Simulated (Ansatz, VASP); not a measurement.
# Ge (ladder Ge chain): VASP beside Ansatz

Aim: how closely do two programs agree when they are given the same cell, functional and k mesh? The structure shown is the start of the Ansatz relaxation below; VASP solves that cell, so the two are compared at the walk's first step.

Program: Ansatz 0.2.0. Level of theory: plane waves, with VASP 6.6.1 beside it; single point at PBE, single point at RPBE and single point at PBEsol. Results are calculated unless marked as measured.

**1. Set-up**

The cell holds 2 atoms: 2 Ge. Cell: a = 9.000 Å, b = 7.500 Å, c = 2.348 Å, α = 90.0°, β = 90.0°, γ = 90.0°. Vacuum lies along a and b. The structure's axis is c.

As a file:

```cif
data_structure
_symmetry_space_group_name_H-M 'P 1'
_symmetry_Int_Tables_number 1
_cell_length_a 9.0000
_cell_length_b 7.5000
_cell_length_c 2.3484
_cell_angle_alpha 90.000
_cell_angle_beta 90.000
_cell_angle_gamma 90.000
_cell_volume 158.52
loop_
_atom_site_label
_atom_site_type_symbol
_atom_site_fract_x
_atom_site_fract_y
_atom_site_fract_z
_atom_site_occupancy
Ge1 Ge 0.38853 0.50000 0.00000 1
Ge2 Ge 0.61147 0.50000 0.50000 1
```

**2. Ansatz: relaxation, PBE**

Ansatz runs on its default PAW (the set named soft_2) files.

The two programs are compared at the cell with which this relaxation starts, whose forces are those of its first step.

The input, input.yaml:

```yaml
crystal:
  lattice:
    - [9.0, 0.0, 0.0]
    - [0.0, 7.5, 0.0]
    - [0.0, 0.0, 2.3484]
  atoms:
    - { symbol: Ge, position: [0.388533333, 0.5, 0.0] }
    - { symbol: Ge, position: [0.611466667, 0.5, 0.5] }
kpoints:
  mp_grid: { grid: [1, 1, 35] }
scf:
  occupations: { method: fermi_dirac, width: 0.05 }
hamiltonian:
  xc: pbe
relax:
  cell: { fix: [a, b, alpha, beta, gamma] }
  max_steps: 60
```

Command:

```console
$ ansatz run input.yaml --threads 4 --pin off --max-ram 8192MiB --backend cpu --events-out ev --progress --plain --runs-dir out
```

Numbers of over 12 decimals in the logs are rounded to 6 here.

The log of the run:

```text
Engine: ansatz 0.2.0, aarch64-unknown-linux-gnu
Pseudopotentials: kind: paw
Pseudopotential: Ge, paw, valence charge 14, recommended cutoff 420 eV (normal), Ge.paw.azcp
Functional definition: PBE
  parameter kappa = 0.804
  parameter beta = 0.066725
  exchange = pbe_x(kappa = kappa, mu = beta*pi^2/3)
  correlation = pbe_c(beta = beta)
Crystal: 2 atoms, lattice volume = 158.517 Å³
Basis set: ecut = 420 eV, 3069 PW (Γ), exchange–correlation on 128×108×32 points (8 copies of the dense FFT grid, shifted against one another)
Bands: 18, of which v1, the nominal top of the filled ones, is band 14 counted from 1 (13 counted from 0)
Symmetry: 8 space group operations
Space group: Pmma (ITA 51), of the structure as read, at distance tolerance 5.4e-5 Å
k-points: 18 of 35
Non-local potential: Ge, projectors of the file, l = 0: 2, l = 1: 2, l = 2: 3, l = 3: 1
PAW form: soft (Blöchl's): semilocal exchange-correlation on the pseudo side does not see the compensation charge
PAW one-centre angular grid: Ge, 590 points (default); XC on 64 Gauss nodes
Initial density: superposition of atomic densities (neutral atoms: chi_scale 0, normalization atom), corrected by the library's trained network
Initial wavefunctions: pseudopotential atomic-orbital guess
Functional: x = pbe(κ = 0.804, μ = 0.219515), c = pbe(β = 0.066725)
SCF iter   1: F=—  HF=-8587.147327 eV  |F-HF|=—  |Δ(HF+E_count)|=         —  Δρ=2.18e-3  dr2=1.88e-2  ethr=1.77e-3  ⟨swp⟩=6.8  Hψ=1646  notcnv=0
preconditioner: auto → LDOS  [metal: Δε(μ)=0.041 eV  Ē_g=22.608 eV  σ=0.050 eV  W_gap=0.20  n_scr=20 (ndim 8)  ℏωp=15.6 eV  f_vac=0.651  D(μ)=2.33/eV (n_scr^D=14)  β→1.0]
SCF iter   2: F=—  HF=-8587.148592 eV  |F-HF|=—  |Δ(HF+E_count)|=   1.26e-3  Δρ=1.40e-3  dr2=4.38e-3  ethr=6.72e-5  ⟨swp⟩=3.8  Hψ=858  notcnv=0
SCF iter   3: F=—  HF=-8587.147864 eV  |F-HF|=—  |Δ(HF+E_count)|=   7.27e-4  Δρ=4.61e-4  dr2=7.65e-4  ethr=1.57e-5  ⟨swp⟩=2.0  Hψ=648  notcnv=0
SCF iter   4: F=—  HF=-8587.147676 eV  |F-HF|=—  |Δ(HF+E_count)|=   1.89e-4  Δρ=1.33e-4  dr2=1.02e-4  ethr=2.73e-6  ⟨swp⟩=2.0  Hψ=575  notcnv=0
SCF iter   5: F=—  HF=-8587.147675 eV  |F-HF|=—  |Δ(HF+E_count)|=   6.41e-7  Δρ=6.76e-5  dr2=1.02e-5  ethr=3.65e-7  ⟨swp⟩=3.0  Hψ=591  notcnv=0
SCF iter   6: F=—  HF=-8587.147737 eV  |F-HF|=—  |Δ(HF+E_count)|=   6.21e-5  Δρ=1.84e-5  dr2=7.75e-7  ethr=3.63e-8  ⟨swp⟩=2.0  Hψ=578  notcnv=0
SCF iter   7: F=-8587.147738 eV  HF=-8587.147738 eV  |F-HF|=4.23e-8  |Δ(HF+E_count)|=   8.33e-7  Δρ=5.24e-6  dr2=3.47e-8  ethr=3.57e-10  ⟨swp⟩=3.7  Hψ=1327  notcnv=0
SCF 1 converged in 7 iterations: F = -8587.147738 eV  dr2 = 3.47e-8
  greatest PAW one-centre occupation: 0.998 electrons in one spin orbital (limit 2), on the Ge atom at site 1 (counted from 0), in its partial waves of l = 2
relax step   1: F+E_penalty+E_count = -8587.14773801 eV  Δ(F+E_penalty+E_count) = +0.000e0 eV  max|allowed force component| = 3.791e0 eV/Å  Δτ_max = 0.0000 Å  P = +6.394 GPa  Ω = 158.517 Å³  fix = [a, b, alpha, beta, gamma]  reactions: a +7.467, b +0.200 GPa  (7 SCF iters, dr2 threshold 1.00e-7 eV, accepted)
[...]
relax step   7: F+E_penalty+E_count = -8588.21032362 eV  Δ(F+E_penalty+E_count) = -6.796e-5 eV  max|allowed force component| = 4.270e-4 eV/Å  Δτ_max = 0.0000 Å  P = -0.057 GPa  Ω = 180.710 Å³  energy of the carried Pulay correction = -1.243e-3 eV  fix = [a, b, alpha, beta, gamma]  reactions: a -0.351, b +0.179 GPa  (5 SCF iters, dr2 threshold 2.37e-8 eV, accepted)
[...]
relax step   8: F+E_penalty+E_count = -8588.21858535 eV  Δ(F+E_penalty+E_count) = -8.262e-3 eV  max|allowed force component| = 1.442e-4 eV/Å  Δτ_max = 0.0000 Å  P = +0.031 GPa  Ω = 180.710 Å³  fix = [a, b, alpha, beta, gamma]  reactions: a -0.326, b +0.203 GPa  stress off target by 2.17e-1 GPa on what of the cell is left free  SCF on the basis re-selected at this cell (its energy is not comparable with the rows above)  (8 SCF iters)
[...]
relax step   9: F+E_penalty+E_count = -8588.21901630 eV  Δ(F+E_penalty+E_count) = -4.310e-4 eV  max|allowed force component| = 1.722e-3 eV/Å  Δτ_max = 0.0009 Å  P = -0.033 GPa  Ω = 181.328 Å³  energy of the carried Pulay correction = -2.338e-5 eV  fix = [a, b, alpha, beta, gamma]  reactions: a -0.322, b +0.204 GPa  (4 SCF iters, dr2 threshold 1.17e-7 eV, accepted)
[...]
relax step  10: F+E_penalty+E_count = -8588.21903734 eV  Δ(F+E_penalty+E_count) = -2.104e-5 eV  max|allowed force component| = 1.707e-3 eV/Å  Δτ_max = 0.0000 Å  P = -0.033 GPa  Ω = 181.328 Å³  fix = [a, b, alpha, beta, gamma]  reactions: a -0.322, b +0.203 GPa  stress off target by 1.95e-2 GPa on what of the cell is left free  SCF on the basis re-selected at this cell (its energy is not comparable with the rows above)  (8 SCF iters)
basis re-selected at this cell: Δ(F+E_penalty+E_count) = -2.104e-5 eV, ΔP = -0.000 GPa vs the last step (what re-selecting the basis moved, of the pressure what is left beyond the Pulay correction that the steps carried, after the strain that the cell walked since its last selection, with what the two solves' SCF thresholds leave and, on support functions, any second-order correction that the steps lacked; it is no m [...]
SCF converged after 8 iterations
Free energy (F): -8588.219037 eV
Harris-Foulkes:  -8588.219037 eV  (|F-HF|=1.82e-12)
Internal energy: -8588.211069 eV  (E = F + TS)
E sigma→0 (E₀):  -8588.215053 eV
Entropy (-TS):   -0.007968 eV (-3.984 meV/atom)
Fermi energy:    -1.191856 eV
--- Per-component energies (eV) ---
  E_band       = -559.221444
  E_kinetic    = 218.291421
  E_local      = -9160.910817  (includes V_loc(G=0)·N_el)
  E_nonlocal   = 829.957927
  E_hartree    = 4145.484358
  E_xc         = -148.936563
  E_vxc        = -125.753109  (∫ρ·V_xc dr)
  E_paw        = -4032.021991  (= ΣΔE_a)
  E_vpaw       = -611.776168  (= ΣTr[D̂ρ^β])
  E_aug_tail   = 0.000607  (compensation charges beyond the density's cutoff)
  E_ewald      = -440.076011
  E_smearing   = -0.007968  (= −TS)
  E_closure    = -0.000000  (closes the sum)
  Σ components = -8588.219037   (vs F -8588.219037, Δ=0.00e0)
--- Forces (eV/Å), atoms counted from 1 ---
  atom   1  Ge    -0.00170668    -0.00000000    -0.00000000
  atom   2  Ge     0.00170668     0.00000000     0.00000000
  max |Σ_I F_I| component: 1.26e-29 eV/Å
--- Stress (GPa, compression-positive) ---
       -0.321891      -0.000000      -0.000000
       -0.000000       0.203156       0.000000
       -0.000000       0.000000       0.019532
  P = ⅓ Tr σ = -0.0331 GPa (-0.331 kbar)
--- Relaxed structure (8 steps of the walk, 7 accepted, 2 SCFs on fresh bases) ---
  F+E_penalty+E_count = -8588.21903734 eV   max|allowed force component| = 1.707e-3 eV/Å   (the final SCF, on the basis selected at the relaxed cell)
  cell:  # Å, volume = 181.3276 Å³
    - [9.0, 0, 0]
    - [0, 7.5, 0]
    - [0, 0, 2.686334]
  atoms:
    - { symbol: Ge, position: [0.375655, 0.5, 0] }
    - { symbol: Ge, position: [0.624345, 0.5, 0.5] }
```

**3. VASP: single point, PBE, start cell**

The same cell, functional, mesh and smearing now go to VASP, with its own data sets.

Lines of VASP's logs that name or quote its potential files are left out, and so is its time.

The input, INCAR:

```
SYSTEM = Ge
PREC = Accurate
ENCUT = 410
EDIFF = 1E-06
NELM = 120
ISMEAR = -1
SIGMA = 0.05
LREAL = .FALSE.
ALGO = Normal
GGA = PE
NBANDS = 20
LORBIT = 11
LWAVE = .FALSE.
LCHARG = .FALSE.
ISIF = 2
LASPH = .TRUE.
GGA_COMPAT = .FALSE.
KPAR = 2
```

The input, POSCAR:

```
Ge
1.0
    9.0000000000      0.0000000000      0.0000000000
    0.0000000000      7.5000000000      0.0000000000
    0.0000000000      0.0000000000      2.3484000000
Ge
2
Direct
    0.3885333333      0.5000000000      0.0000000000
    0.6114666667      0.5000000000      0.5000000000
```

The input, KPOINTS:

```
Automatic mesh
0
Gamma
1 1 35
0 0 0
```

The projector-augmented-wave data sets are Ge_d (PBE family, release 64).

Command:

```console
$ mpirun -np 2 vasp_std
```

The log of the run:

```text
[banner, memory and clock lines left out]
running    2 mpi-ranks, on    1 nodes
 distrk:  each k-point on    1 cores,    2 groups
 distr:  one band on    1 cores,    1 groups

 POSCAR found type information on POSCAR Ge
 POSCAR found :  1 types and       2 ions
 LDA part: xc-table for (Slater+PW92), standard interpolation
 POSCAR, INCAR and KPOINTS ok, starting setup
 FFT: planning ... GRIDC
 FFT: planning ... GRID_SOFT
 FFT: planning ... GRID
 WAVECAR not read
 entering main loop
       N       E                     dE             d eps       ncg     rms          rms(c)
DAV:   1     0.191199277460E+03    0.19120E+03   -0.14019E+04   816   0.192E+03
DAV:   2     0.206683097576E+02   -0.17053E+03   -0.16529E+03   764   0.446E+02
DAV:   3    -0.543662832951E+01   -0.26105E+02   -0.25955E+02   900   0.143E+02
DAV:   4    -0.657427617417E+01   -0.11376E+01   -0.11362E+01   796   0.341E+01
DAV:   5    -0.663706017066E+01   -0.62784E-01   -0.62783E-01  1048   0.849E+00    0.372E+00
DAV:   6    -0.631794929554E+01    0.31911E+00   -0.28521E-01   892   0.416E+00    0.198E+00
DAV:   7    -0.621369862800E+01    0.10425E+00   -0.23057E-01   932   0.347E+00    0.445E-01
DAV:   8    -0.620862175116E+01    0.50769E-02   -0.32256E-02   836   0.174E+00    0.195E-01
DAV:   9    -0.620862601682E+01   -0.42657E-05   -0.32413E-03   856   0.615E-01    0.696E-02
DAV:  10    -0.620943005078E+01   -0.80403E-03   -0.13601E-03   740   0.241E-01    0.532E-02
DAV:  11    -0.621008827115E+01   -0.65822E-03   -0.51209E-04   768   0.240E-01    0.191E-02
DAV:  12    -0.621012636600E+01   -0.38095E-04   -0.90320E-05   720   0.743E-02    0.979E-03
DAV:  13    -0.621022503555E+01   -0.98670E-04   -0.35058E-05   760   0.525E-02    0.614E-03
DAV:  14    -0.621025771943E+01   -0.32684E-04   -0.12352E-05   616   0.236E-02    0.278E-03
DAV:  15    -0.621027631160E+01   -0.18592E-04   -0.36302E-06   576   0.144E-02    0.170E-03
DAV:  16    -0.621027930899E+01   -0.29974E-05   -0.42181E-07   592   0.670E-03    0.471E-04
DAV:  17    -0.621027976152E+01   -0.45252E-06   -0.18155E-07   500   0.318E-03
   1 F= -.62102798E+01 E0= -.62019362E+01  d E =-.166871E-01
```

OUTCAR, selected parts (step 3):

```text
ion  position               nearest neighbor table
   1  0.389  0.500  0.000-   2 2.32   2 2.32
   2  0.611  0.500  0.500-   1 2.32   1 2.32

  LATTYP: Found a simple orthorhombic cell.
 ALAT       =     2.3484000000
 B/A-ratio  =     3.1936637711
 C/A-ratio  =     3.8323965253

 Subroutine GETGRP returns: Found  8 space group operations
 (whereof  4 operations were pure point group operations)

The static configuration has the point symmetry C_2v.
 The point group associated with its full space group is D_2h.

 Found     18 irreducible k-points:

   k-points           NKPTS =     18   k-points in BZ     NKDIM =     18   number of bands    NBANDS=     20

   dimension x,y,z NGX =    60 NGY =   50 NGZ =   16
   dimension x,y,z NGXF=   120 NGYF=  100 NGZF=   32

   ENCUT  =  410.0 eV  30.13 Ry    5.49 a.u.  14.86 12.38  3.88*2*pi/ulx,y,z

   NELECT =      28.0000    total number of electrons

 k-points in reciprocal lattice and weights: Automatic mesh
   0.00000000  0.00000000  0.00000000       0.029
   0.00000000  0.00000000  0.02857143       0.057
   0.00000000  0.00000000  0.05714286       0.057
   0.00000000  0.00000000  0.08571429       0.057
   0.00000000  0.00000000  0.11428571       0.057
   0.00000000  0.00000000  0.14285714       0.057
   0.00000000  0.00000000  0.17142857       0.057
   0.00000000  0.00000000  0.20000000       0.057
   0.00000000  0.00000000  0.22857143       0.057
[...]
0.00000000  0.00000000  0.45714286       0.057
   0.00000000  0.00000000  0.48571429       0.057

 average (electrostatic) potential at core
       1 -81.0433       2 -81.0433

 E-fermi :  -1.4885

 k-point     1 :       0.0000    0.0000    0.0000
  band No.  band energies     occupation
    ...
     11     -15.2597      2.00000
     12     -10.1399      2.00000
     13      -5.2493      2.00000
     14      -4.6599      2.00000
     15      -1.5564      1.59079
     16       1.1508      0.00000
     17       2.0644      0.00000
     18       2.4561      0.00000
     19       3.4977      0.00000
     20       3.6328      0.00000

 k-point     2 :       0.0000    0.0000    0.0286
  band No.  band energies     occupation
    ...
     11     -15.2375      2.00000
     12     -10.1189      2.00000
     13      -5.2256      2.00000
     14      -4.6354      2.00000
     15      -1.5334      1.42140
     16       1.1725      0.00000
     17       2.0846      0.00000
     18       2.4784      0.00000
     19       3.5197      0.00000
     20       3.6547      0.00000

 k-point     3 :       0.0000    0.0000    0.0571
  band No.  band energies     occupation
    ...
     11     -15.1707      2.00000
     12     -10.0561      2.00000
     13      -5.1544      2.00000
     14      -4.5620      2.00000
     15      -1.4647      0.76640
     16       1.2376      0.00000
     17       2.1449      0.00000
     18       2.5453      0.00000
     19       3.5856      0.00000
     20       3.7203      0.00000

  Total        7.3041993      0.0776296     11.2354599      0.0000000      0.0000000      0.0000000
  in kB       73.8256625      0.7846246    113.5600547      0.0000000      0.0000000      0.0000000
  external PRESSURE =      62.7234473 kB  Pullay stress =       0.0000000 kB

  energy-cutoff  :      410.00
  volume of cell :      158.52
      direct lattice vectors                 reciprocal lattice vectors
     9.000000000  0.000000000  0.000000000     0.111111111  0.000000000  0.000000000
     0.000000000  7.500000000  0.000000000     0.000000000  0.133333333  0.000000000
     0.000000000  0.000000000  2.348400000     0.000000000  0.000000000  0.425821836

 POSITION                                       TOTAL-FORCE (eV/Angst)
 -----------------------------------------------------------------------------------
      3.49680      3.75000      0.00000        -3.802385      0.000000      0.000000
      5.50320      3.75000      1.17420         3.802385      0.000000      0.000000
 -----------------------------------------------------------------------------------
    total drift:                                0.000000      0.000000     -0.000000

  FREE ENERGIE OF THE ION-ELECTRON SYSTEM (eV)
  ---------------------------------------------------
  free  energy   TOTEN  =        -6.2102797615 eV

  energy  without entropy=       -6.1935926794  energy(sigma->0) =       -6.20193622

 total charge
# of ion       s       p       d       tot
------------------------------------------
    1        1.249   1.205  10.073  12.527
    2        1.249   1.205  10.073  12.527
--------------------------------------------------
tot          2.497   2.411  20.147  25.055

[... 3 further parts left out ...]
```

**4. Differences**

Known differences besides the potentials themselves: the cutoff is 420 eV in Ansatz and 410 eV in VASP. Total energies have different zeros and are not compared.

Forces (eV/Å; atoms numbered as in POSCAR):

```csv
atom,"Ansatz x, y, z","VASP x, y, z"
Ge1,"-3.791, 0.000, 0.000","-3.802, 0.000, 0.000"
Ge2,"3.791, 0.000, 0.000","3.802, 0.000, 0.000"
```

The forces differ by 6.7 meV/Å r.m.s., which is 0.3 % of the r.m.s. force of 2.195 eV/Å (both taken over all components).

**5. Ansatz: relaxation, RPBE**

The two programs are compared at the cell with which this relaxation starts, whose forces are those of its first step.

The structure compared here is the start of the Ansatz relaxation; VASP solves that cell, so the two are compared at the walk's first step.

input.yaml, the sections that differ from step 2:

```yaml
crystal:
  lattice:
    - [9.0, 0.0, 0.0]
    - [0.0, 7.5, 0.0]
    - [0.0, 0.0, 2.3484]
  atoms:
    - { symbol: Ge, position: [0.388533333, 0.5, 0.0], spin: 0.3 }
    - { symbol: Ge, position: [0.611466667, 0.5, 0.5], spin: 0.3 }
magnetization:
  spin_polarized: true
hamiltonian:
  xc: rpbe
# kpoints, scf, relax: as in step 2
```

Command:

```console
$ ansatz run input.yaml --threads 4 --pin off --max-ram 8192MiB --backend cpu --events-out ev --progress --plain --runs-dir out
```

The log of the run:

```text
[...]
Crystal: 2 atoms, lattice volume = 158.517 Å³
Basis set: ecut = 420 eV, 3069 PW (Γ), exchange–correlation on 128×108×32 points (8 copies of the dense FFT grid, shifted against one another)
Bands: 19, of which v1, the nominal top of the filled ones, is band 14 counted from 1 (13 counted from 0)
Symmetry: 8 space group operations
[...]
-0.000000       0.210565      -0.000000
       -0.000000      -0.000000       0.005586
  P = ⅓ Tr σ = -0.0354 GPa (-0.354 kbar)
--- Relaxed structure (8 steps of the walk, 8 accepted, 2 SCFs on fresh bases) ---
[...]
cell:  # Å, volume = 183.0140 Å³
    - [9.0, 0, 0]
    - [0, 7.5, 0]
    - [0, 0, 2.711318]
  atoms:
    - { symbol: Ge, position: [0.374795, 0.5, 0] }
    - { symbol: Ge, position: [0.625205, 0.5, 0.5] }
[key lines of the parts left out:]
SCF converged after 17 iterations
Magnetization: -0.0000 μB (14.0000 up, 14.0000 down)
Free energy (F): -8599.911138 eV
Fermi energy:    -1.162340 eV
```

[end of part 1 of 2]

[Lines on the potential files, build, host, timing and source positions are cut from VASP's logs without a mark.]

[Logs are printed without paths, hosts, clocks, repeated set-up lines and the standing remarks that a program may print on its own settings, such as how far it seeks lower states.]

[Hosts, paths, dates, database ids (printed as entryN), source tags and the programs' standing remarks are cut or masked in the printed files.]
